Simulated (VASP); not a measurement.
# A VASP study of BAs (r2SCAN + rVV10): structure first, properties next, part 7 of 8

Aim: relax BAs with r2SCAN + rVV10, compute its properties on that cell and hold them against experiment. The start is a cell from a database of measured crystal structures.

VASP 6.6.1, plane waves and PAW; the level of theory is named at each step.

Still holding for the runs below: Spin-orbit coupling is off here; it would split degenerate levels, and it lifts a valence top of As p states by about 0.1 eV.

So far, least gap on mesh and path (eV): step 4 (bands along the symmetry lines (r2SCAN + rVV10), r2SCAN with rVV10) 1.33; step 10 (band structure (r2SCAN + rVV10 + SOC)) 1.27.

## Step 12: Bands along the symmetry lines (HSE06)

This step: HSE06; plane waves and PAW (B, As) (VASP 6.6.1).

HSE06 mixes in a quarter of exact exchange at short range, at far higher cost; in semiconductors this cures much of the gap error, while metals seldom gain.

File INCAR:

```
SYSTEM = BAs
PREC = Accurate
ENCUT = 420
EDIFF = 1E-06
NELM = 100
ISMEAR = 0
SIGMA = 0.05
LREAL = .FALSE.
ALGO = Normal
LHFCALC = .TRUE.
AEXX = 0.25
GGA = PE
HFSCREEN = 0.2
LASPH = .TRUE.
NBANDS = 10
PRECFOCK = Fast
LORBIT = 11
LWAVE = .FALSE.
LCHARG = .FALSE.
KPAR = 2
```

File POSCAR:

```
BAs
1.0
    0.0000000000      2.3898420644      2.3898420644
    2.3898420644      0.0000000000      2.3898420644
    2.3898420644      2.3898420644      0.0000000000
B As
1 1
Direct
    0.0000000000      0.0000000000      0.0000000000
    0.2500000000      0.2500000000      0.2500000000
```

File KPOINTS:

```
Automatic mesh
0
Gamma
5 5 5
0 0 0
```

File KPOINTS_OPT:

```
Line mode
6
Line-mode
Reciprocal
  0.00000000   0.00000000   0.00000000 GAMMA
  0.50000000   0.00000000   0.50000000 X

  0.50000000   0.00000000   0.50000000 X
  0.50000000   0.25000000   0.75000000 W

  0.50000000   0.25000000   0.75000000 W
  0.37500000   0.37500000   0.75000000 K

  0.37500000   0.37500000   0.75000000 K
  0.00000000   0.00000000   0.00000000 GAMMA

  0.00000000   0.00000000   0.00000000 GAMMA
  0.50000000   0.50000000   0.50000000 L

  0.50000000   0.50000000   0.50000000 L
  0.62500000   0.25000000   0.62500000 U

  0.62500000   0.25000000   0.62500000 U
  0.50000000   0.25000000   0.75000000 W

  0.50000000   0.25000000   0.75000000 W
  0.50000000   0.50000000   0.50000000 L

  0.50000000   0.50000000   0.50000000 L
  0.37500000   0.37500000   0.75000000 K

  0.62500000   0.25000000   0.62500000 U
  0.50000000   0.00000000   0.50000000 X
```

The projector-augmented-wave data sets are B and As (PBE family, release 64).

The run starts from files that an earlier step left in the folder.

On the command line:

```sh
$ mpirun -np 2 vasp_std
```

Output:

```text
[banner, memory and clock lines left out]
running    2 mpi-ranks, on    1 nodes
 distrk:  each k-point on    1 cores,    2 groups
 distr:  one band on    1 cores,    1 groups

 POSCAR found type information on POSCAR B As
 POSCAR found :  2 types and       2 ions
 LDA part: xc-table for (Slater+PW92), standard interpolation
 found WAVECAR, reading the header
 POSCAR, INCAR and KPOINTS ok, starting setup
 FFT: planning ... GRIDC
 FFT: planning ... GRID_SOFT
 FFT: planning ... GRID
 reading WAVECAR
 the WAVECAR file was read successfully
 initial charge from wavefunction
 entering main loop
       N       E                     dE             d eps       ncg     rms          rms(c)
DAV:   1    -0.132408029291E+02   -0.13241E+02   -0.26736E-01   200   0.373E+00    0.195E+00
DAV:   2    -0.132404770946E+02    0.32583E-03   -0.27316E-03   224   0.397E-01    0.122E+00
DAV:   3    -0.132398826180E+02    0.59448E-03   -0.16236E-03   222   0.175E-01    0.682E-01
DAV:   4    -0.132398315702E+02    0.51048E-04   -0.35012E-04   222   0.862E-02    0.369E-01
DAV:   5    -0.132398066779E+02    0.24892E-04   -0.27407E-05   218   0.294E-02    0.209E-01
DAV:   6    -0.132397983394E+02    0.83384E-05   -0.11804E-05   228   0.196E-02    0.119E-01
DAV:   7    -0.132397972273E+02    0.11121E-05   -0.35012E-06   206   0.108E-02    0.679E-02
DAV:   8    -0.132397971804E+02    0.46851E-07   -0.62336E-07   112   0.507E-03
   1 F= -.13239797E+02 E0= -.13239797E+02  d E =-.460918E-19
 Start KPOINTS_OPT (optional k-point list driver)
k-point batch [1-10\60]
       N       E                     dE             ncg
DAV:   1     0.153842161203E+03   -0.20516E+04      200
DAV:   2    -0.790139620261E+02   -0.23286E+03      302
DAV:   3    -0.911970377415E+02   -0.12183E+02      256
DAV:   4    -0.912869844790E+02   -0.89947E-01      258
DAV:   5    -0.912877846888E+02   -0.80021E-03      268
DAV:   6    -0.912877864624E+02   -0.17736E-05      250
DAV:   7    -0.912877864684E+02   -0.60504E-08      242
[...]
k-point batch [51-60\60]
       N       E                     dE             ncg
DAV:   1     0.638876305496E+02   -0.28938E+04      200
DAV:   2    -0.155268231264E+03   -0.21916E+03      248
DAV:   3    -0.164199433578E+03   -0.89312E+01      274
DAV:   4    -0.164260241868E+03   -0.60808E-01      248
DAV:   5    -0.164260487301E+03   -0.24543E-03      276
DAV:   6    -0.164260487702E+03   -0.40102E-06      236
```

Wall time 55 s (2 MPI ranks of Intel Xeon 6975P-C (Granite Rapids), shared host); peak memory 0.46 GiB; 1.8 min of CPU time.

OUTCAR, selected parts (step 12):

```text
   k-points           NKPTS =     10   k-points in BZ     NKDIM =    125   number of bands    NBANDS=     10

   NELECT =       8.0000    total number of electrons

  exchange ACFDT corr.  =         0.00000000  see jH, gK, PRB 81, 115126

 E-fermi :   5.9929

 k-point     1 :       0.0000    0.0000    0.0000
  band No.  band energies     occupation
      1     -11.2499      2.00000
      2       5.6879      2.00000
      3       5.6879      2.00000
      4       5.6879      2.00000
      5       9.8248      0.00000
      6       9.8248      0.00000
      7       9.8248      0.00000
      8      11.5788      0.00000
      9      16.3331      0.00000
    ...

 POSITION                                       TOTAL-FORCE (eV/Angst)
 -----------------------------------------------------------------------------------
      0.00000      0.00000      0.00000        -0.000000     -0.000000     -0.000000
      1.19492      1.19492      1.19492         0.000000      0.000000      0.000000
 -----------------------------------------------------------------------------------
    total drift:                                0.000001      0.000001      0.000001

  FREE ENERGIE OF THE ION-ELECTRON SYSTEM (eV)
  ---------------------------------------------------
  free  energy   TOTEN  =       -13.2397971804 eV

  energy  without entropy=      -13.2397971804  energy(sigma->0) =      -13.23979718

[... 7 parts as in an earlier step ...]

[... 9 further parts left out ...]
```

The k-mesh is coarse for exact exchange; levels may shift by about 0.1 eV on a finer one.

This step gave:

| Item | Value |
| --- | --- |
| SCF cycles | 8 |
| free energy (TOTEN) | -13.24 eV |
| Fermi energy | 5.993 eV |
| least gap on mesh and path | 1.867 eV |
| least direct gap on mesh and path | 4.137 eV |
| conduction bottom at k | 0.4, 0, 0.4 |

The electronic bands at the labelled points (eV, zero at the valence-band top; v1 is the highest filled band, c1 the lowest empty one):

| point | v3 | v2 | v1 | c1 | c2 | c3 | c4 |
| --- | --- | --- | --- | --- | --- | --- | --- |
| Γ | 0.00 | 0.00 | 0.00 | 4.14 | 4.14 | 4.14 | 5.89 |
| 0.40 of the way | -3.24 | -2.29 | -2.29 | 2.75 | 6.36 | 7.42 | 7.42 |
| X | -9.47 | -4.46 | -4.46 | 2.11 | 2.18 | 12.95 | 12.95 |
| 0.40 of the way | -9.33 | -5.01 | -4.92 | 3.15 | 3.29 | 11.67 | 12.01 |
| W | -8.98 | -5.95 | -5.64 | 6.20 | 7.18 | 7.70 | 8.17 |
| 0.40 of the way | -8.99 | -6.23 | -4.94 | 4.69 | 6.72 | 8.89 | 9.32 |
| K | -9.05 | -6.47 | -3.80 | 2.79 | 6.57 | 10.59 | 11.15 |
| 0.40 of the way | -6.69 | -4.99 | -1.76 | 4.70 | 6.67 | 7.52 | 8.33 |
| Γ | 0.00 | 0.00 | 0.00 | 4.14 | 4.14 | 4.14 | 5.89 |
| 0.40 of the way | -4.07 | -0.93 | -0.93 | 4.13 | 5.33 | 5.33 | 8.44 |
| L | -9.68 | -1.99 | -1.99 | 3.58 | 5.72 | 5.72 | 10.04 |
| 0.40 of the way | -9.40 | -3.88 | -2.55 | 4.11 | 6.27 | 6.95 | 10.47 |
| U | -9.05 | -6.47 | -3.80 | 2.79 | 6.57 | 10.59 | 11.15 |
| 0.40 of the way | -9.02 | -6.36 | -4.41 | 3.73 | 6.64 | 9.57 | 10.15 |
| W | -8.98 | -5.95 | -5.64 | 6.20 | 7.18 | 7.70 | 8.17 |
| 0.40 of the way | -8.99 | -5.57 | -3.83 | 5.09 | 5.98 | 8.98 | 10.46 |
| L | -9.68 | -1.99 | -1.99 | 3.58 | 5.72 | 5.72 | 10.04 |
| 0.40 of the way | -9.40 | -3.88 | -2.55 | 4.11 | 6.27 | 6.95 | 10.47 |
| K | -9.05 | -6.47 | -3.80 | 2.79 | 6.57 | 10.59 | 11.15 |
| jump to U | -9.05 | -6.47 | -3.80 | 2.79 | 6.57 | 10.59 | 11.15 |
| 0.60 of the way | -9.40 | -5.07 | -4.35 | 2.25 | 3.12 | 12.45 | 12.53 |
| X | -9.47 | -4.46 | -4.46 | 2.11 | 2.18 | 12.95 | 12.95 |

Of the projections kept (B, As), the largest for each band there; the rest of the weight can lie on other orbitals:

| point | v3 | v2 | v1 | c1 | c2 | c3 | c4 |
| --- | --- | --- | --- | --- | --- | --- | --- |
| Γ | As 0.54 | As 0.54 | As 0.54 | As 0.67 | As 0.67 | As 0.67 | B 0.56 |
| X | B 0.59 | As 0.58 | As 0.58 | As 0.51 | As 0.64 | B 0.54 | B 0.54 |
| W | B 0.63 | As 0.65 | As 0.55 | B 0.68 | B 0.65 | As 1.00 | As 0.65 |
| K | B 0.59 | As 0.61 | As 0.58 | As 0.57 | B 0.53 | As 0.52 | As 0.51 |
| Γ | As 0.54 | As 0.54 | As 0.54 | As 0.67 | As 0.67 | As 0.67 | B 0.56 |
| L | As 0.52 | As 0.56 | As 0.56 | As 0.51 | As 0.66 | As 0.66 | B 0.74 |

The electronic bands as a text plot (rows in eV, shown from -8.0 to 5.9 only):

```
    5.6 |+           ++          ++  +++++++     + + +++++
    5.0 | ++                  +++                   +         +
    4.4 |    ++     +  +    ++  +  ++                ++
    3.9 |+++              ++     ++  +++++++++  +      +++++
    3.3 |      ++  +    +                     +             +  +
    2.7 |   +     +      +                     +             ++
    2.1 |    ++++++                                            ++
    1.5 |
    1.0 |
    0.4 |
   -0.2 |*                      *****
   -0.8 | **                  **     *
   -1.3 |                       *  ** **
   -1.9 |                   **  *       ****            **
   -2.5 |   *                              **          * **
   -3.1 |   *             **  **             *       **    *
   -3.7 |    **          *                  * **    *     * **
   -4.2 |      ***      *     **     *          *    **       ***
   -4.8 |         **   *    **                     *           **
   -5.4 |           ***                      *   ** *      *
   -6.0 |    **      ***                         ***          *
   -6.6 |               ******        **      ***           **
   -7.1 |
   -7.7 |
         Γ       X    W  K        Γ      L     U  W     L   K|U X
```

The gap moves by +0.53 eV against r2SCAN with rVV10, which ran on another mesh.

## Step 13: Band structure (TB-mBJ)

This step: TB-mBJ; plane waves and PAW (B, As) (VASP 6.6.1).

The mesh alone shows little of the dispersion and can miss band extrema, so KPOINTS_OPT adds a path through the symmetry points after the self-consistent cycle. TB-mBJ is a local potential fitted to gaps: it costs far less than a hybrid but gives no energy.

File INCAR:

```
SYSTEM = BAs
PREC = Accurate
ENCUT = 420
EDIFF = 1E-06
NELM = 150
ISMEAR = 0
SIGMA = 0.05
LREAL = .FALSE.
ALGO = Normal
METAGGA = MBJ
LASPH = .TRUE.
NBANDS = 16
LORBIT = 11
LWAVE = .FALSE.
LCHARG = .FALSE.
KPAR = 2
```

POSCAR is that of step 12.

File KPOINTS:

```
Automatic mesh
0
Gamma
7 7 7
0 0 0
```

KPOINTS_OPT: that of step 12 with these lines changed.

```diff
@@ -1,3 +1,3 @@
 Line mode
-6
+16
 Line-mode
```

On the command line:

```sh
$ mpirun -np 2 vasp_std
```

Output:

```text
[... set-up lines as in an earlier step ...]
 entering main loop
       N       E                     dE             d eps       ncg     rms          rms(c)
DAV:   1     0.134183121552E+03    0.13418E+03   -0.30181E+03   640   0.376E+02
DAV:   2     0.113631149544E+03   -0.20552E+02   -0.19867E+02   856   0.828E+01
DAV:   3     0.113183440629E+03   -0.44771E+00   -0.44735E+00   744   0.998E+00
DAV:   4     0.113182964366E+03   -0.47626E-03   -0.47626E-03   864   0.380E-01
DAV:   5     0.113182964056E+03   -0.31037E-06   -0.31032E-06   760   0.972E-03    0.779E+00
DAV:   6     0.114063507521E+03    0.88054E+00   -0.55098E+00   736   0.692E+00    0.364E+00
DAV:   7     0.114705822572E+03    0.64232E+00   -0.18888E+00   720   0.444E+00    0.208E+00
DAV:   8     0.115729941818E+03    0.10241E+01   -0.47960E-01   680   0.256E+00    0.472E-01
DAV:   9     0.115917134215E+03    0.18719E+00   -0.19446E-01   736   0.157E+00    0.491E-01
DAV:  10     0.116180376937E+03    0.26324E+00   -0.35666E-02   744   0.742E-01    0.154E-01
DAV:  11     0.116081016066E+03   -0.99361E-01   -0.13442E-02   760   0.480E-01    0.775E-02
DAV:  12     0.116071192782E+03   -0.98233E-02   -0.20852E-03   720   0.154E-01    0.115E-01
DAV:  13     0.116087391624E+03    0.16199E-01   -0.37555E-04   720   0.856E-02    0.618E-02
DAV:  14     0.116099548710E+03    0.12157E-01   -0.12261E-04   824   0.626E-02    0.123E-01
DAV:  15     0.116123765365E+03    0.24217E-01   -0.21785E-05   712   0.256E-02    0.798E-02
DAV:  16     0.116117209937E+03   -0.65554E-02   -0.96843E-05   728   0.338E-02    0.481E-02
DAV:  17     0.116116651731E+03   -0.55821E-03   -0.29207E-05   736   0.233E-02    0.425E-02
DAV:  18     0.116114444755E+03   -0.22070E-02   -0.45706E-05   800   0.278E-02    0.175E-02
DAV:  19     0.116112240780E+03   -0.22040E-02   -0.19533E-05   768   0.181E-02    0.154E-02
DAV:  20     0.116110853876E+03   -0.13869E-02   -0.92655E-06   800   0.132E-02    0.777E-03
DAV:  21     0.116109183323E+03   -0.16706E-02   -0.36291E-06   768   0.865E-03    0.417E-03
DAV:  22     0.116108526517E+03   -0.65681E-03   -0.68501E-07   464   0.442E-03    0.224E-03
DAV:  23     0.116108040716E+03   -0.48580E-03   -0.22321E-07   336   0.225E-03    0.582E-04
DAV:  24     0.116107908612E+03   -0.13210E-03   -0.62971E-08   320   0.108E-03    0.584E-04
DAV:  25     0.116107833038E+03   -0.75575E-04   -0.16419E-08   320   0.470E-04    0.307E-04
DAV:  26     0.116107843765E+03    0.10728E-04   -0.52184E-09   320   0.243E-04    0.343E-04
DAV:  27     0.116107808467E+03   -0.35298E-04   -0.54860E-09   320   0.268E-04    0.193E-04
DAV:  28     0.116107810644E+03    0.21771E-05   -0.17106E-09   320   0.170E-04    0.909E-05
DAV:  29     0.116107811333E+03    0.68865E-06   -0.22945E-10   320   0.650E-05
   1 F= 0.11610781E+03 E0= 0.11610781E+03  d E =-.429859E-22
 Start KPOINTS_OPT (optional k-point list driver)
k-point batch [1-20\160]
       N       E                     dE             ncg
DAV:   1     0.456044503233E+03   -0.30768E+04      640
DAV:   2     0.233646120298E+02   -0.43268E+03      832
DAV:   3     0.112433713002E+02   -0.12121E+02      752
DAV:   4     0.112265545790E+02   -0.16817E-01      856
DAV:   5     0.112265389308E+02   -0.15648E-04      760
DAV:   6     0.112265389092E+02   -0.21585E-07      792
[...]
k-point batch [141-160\160]
       N       E                     dE             ncg
DAV:   1     0.276191601422E+03   -0.61129E+04      640
DAV:   2    -0.163829110815E+03   -0.44002E+03      904
DAV:   3    -0.174121803408E+03   -0.10293E+02      760
DAV:   4    -0.174137607643E+03   -0.15804E-01      840
DAV:   5    -0.174137625375E+03   -0.17732E-04      776
DAV:   6    -0.174137625403E+03   -0.27768E-07      744
```

Run time: 12 s. Hardware: 2 MPI ranks; peak memory 0.27 GiB.

From OUTCAR (step 13):

```text
   NELECT =       8.0000    total number of electrons

 E-fermi :   6.2163

 k-point     1 :       0.0000    0.0000    0.0000
  band No.  band energies     occupation
      1      -9.3535      2.00000
      2       5.8877      2.00000
      3       5.8877      2.00000
      4       5.8877      2.00000
      5       9.6794      0.00000
      6       9.6794      0.00000
      7       9.6795      0.00000
      8      11.4318      0.00000
      9      16.4428      0.00000
    ...

  Total       10.5020175     10.5020175     10.5020175     -0.0000000      0.0000000     -0.0000000
  in kB      616.3760016    616.3760016    616.3760016     -0.0000000      0.0000000     -0.0000000
  external PRESSURE =     616.3760016 kB  Pullay stress =       0.0000000 kB

 POSITION                                       TOTAL-FORCE (eV/Angst)
 -----------------------------------------------------------------------------------
      0.00000      0.00000      0.00000         0.000000      0.000000      0.000000
      1.19492      1.19492      1.19492        -0.000000     -0.000000     -0.000000
 -----------------------------------------------------------------------------------
    total drift:                               -0.000008     -0.000008     -0.000008

  FREE ENERGIE OF THE ION-ELECTRON SYSTEM (eV)
  ---------------------------------------------------
  free  energy   TOTEN  =       116.1078113328 eV

  energy  without entropy=      116.1078113328  energy(sigma->0) =      116.10781133

[... 8 parts as in an earlier step ...]

[... 9 further parts left out ...]
```

This functional is a potential without an energy, so its energies, forces and stress mean nothing and are not read.

This step gave:

```yaml
scf_cycles: 29
bands: 16
irreducible_k_points: 20
fermi_energy: 6.216 eV
least_gap_on_mesh_and_path: 1.759 eV
least_direct_gap_on_mesh_and_path: 3.792 eV
```

(Continued in part 8 of 8.)

[Lines on the potential files, build, host, timing and source positions are cut from VASP's logs without a mark.]

[Logs are printed without paths, hosts, clocks, repeated set-up lines and the standing remarks that a program may print on its own settings, such as how far it seeks lower states.]

[Hosts, paths, dates, database ids (printed as entryN), source tags and the programs' standing remarks are cut or masked in the printed files.]

[A measured line is paired with the nearest computed mode of its activity, which favours agreement.]
